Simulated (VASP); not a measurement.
Output of a VASP run:

OSZICAR:
```
       N       E                     dE             d eps       ncg     rms          rms(c)
DAV:   1     0.110837563291E+03    0.11084E+03   -0.86513E+03   754   0.151E+03
DAV:   2    -0.858256850541E+00   -0.11170E+03   -0.10854E+03   774   0.320E+02
DAV:   3    -0.880587466342E+01   -0.79476E+01   -0.78964E+01  1004   0.900E+01
DAV:   4    -0.901634229396E+01   -0.21047E+00   -0.21035E+00   881   0.165E+01
DAV:   5    -0.902620100741E+01   -0.98587E-02   -0.98583E-02  1089   0.307E+00    0.518E+00
DAV:   6    -0.867923131047E+01    0.34697E+00   -0.66924E-01  1115   0.152E+01    0.313E+00
DAV:   7    -0.865339562615E+01    0.25836E-01   -0.17057E-01  1052   0.378E+00    0.109E+00
DAV:   8    -0.865343580712E+01   -0.40181E-04   -0.15943E-02   957   0.176E+00    0.341E-01
DAV:   9    -0.865449719145E+01   -0.10614E-02   -0.27008E-03   904   0.684E-01    0.186E-01
DAV:  10    -0.865456809059E+01   -0.70899E-04   -0.22566E-04  1069   0.124E-01    0.132E-01
DAV:  11    -0.865466003698E+01   -0.91946E-04   -0.81753E-05   849   0.664E-02    0.368E-02
DAV:  12    -0.865467989289E+01   -0.19856E-04   -0.55471E-05   844   0.114E-01    0.234E-02
DAV:  13    -0.865468040905E+01   -0.51616E-06   -0.27384E-06   942   0.164E-02    0.173E-02
DAV:  14    -0.865468093723E+01   -0.52817E-06   -0.15280E-06   789   0.120E-02    0.596E-03
DAV:  15    -0.865468100004E+01   -0.62817E-07   -0.29684E-08   747   0.148E-03
   1 F= -.86546810E+01 E0= -.86546810E+01  d E =-.882148E-11
```

File OUTCAR:
```
------------------------ aborting loop because EDIFF is reached ----------------------------------------
  FORCE on cell =-STRESS in cart. coord.  units (eV):
  Direction    XX          YY          ZZ          XY          YZ          ZX
  --------------------------------------------------------------------------------------
  Total       -0.5852587     -0.5852587     -0.5852587      0.0000000      0.0000000      0.0000000
  in kB      -17.8484508    -17.8484508    -17.8484508      0.0000000      0.0000000      0.0000000
  external PRESSURE =     -17.8484508 kB  Pullay stress =       0.0000000 kB
  volume of cell :       52.54
      direct lattice vectors                 reciprocal lattice vectors
     0.000000000  2.972642328  2.972642328    -0.168200525  0.168200525  0.168200525
     2.972642328  0.000000000  2.972642328     0.168200525 -0.168200525  0.168200525
     2.972642328  2.972642328  0.000000000     0.168200525  0.168200525 -0.168200525
  FREE ENERGIE OF THE ION-ELECTRON SYSTEM (eV)
  ---------------------------------------------------
  free  energy   TOTEN  =        -8.6546810000 eV

  energy  without entropy=       -8.6546810000  energy(sigma->0) =       -8.65468100
```
(Selected blocks of OUTCAR.)

POSCAR:
```
InP
1
    0.0000000000     2.9726423284     2.9726423284
    2.9726423284     0.0000000000     2.9726423284
    2.9726423284     2.9726423284     0.0000000000
In P
1 1
Direct
  0.0000000000   0.0000000000   0.0000000000
  0.2500000000   0.2500000000   0.2500000000
```

### Question
Write an INCAR and KPOINTS that could have produced this output.

### Answer
This is not unique; one that fits is the input of the run itself, AM05 GGA, plane waves, VASP's PBE PAW potentials (set 64).

KPOINTS:
```
Automatic mesh
0
G
 8 8 8
0 0 0
```

**INCAR**
```
ALGO = Normal
EDIFF = 1E-7
ENCUT = 520
GGA = AM
ISIF = 2
ISMEAR = 0
LASPH = .TRUE.
LCHARG = .FALSE.
LMAXMIX = 4
LREAL = .FALSE.
LWAVE = .FALSE.
NELM = 100
PREC = Accurate
SIGMA = 0.05
SYSTEM = InP
```

POTCAR, in this order: In_d P (PBE.64 set). Program: vasp_std.

The compound is InP in the zinc blende structure. This cell is one point of a volume scan, at 1.03 of the reference volume.
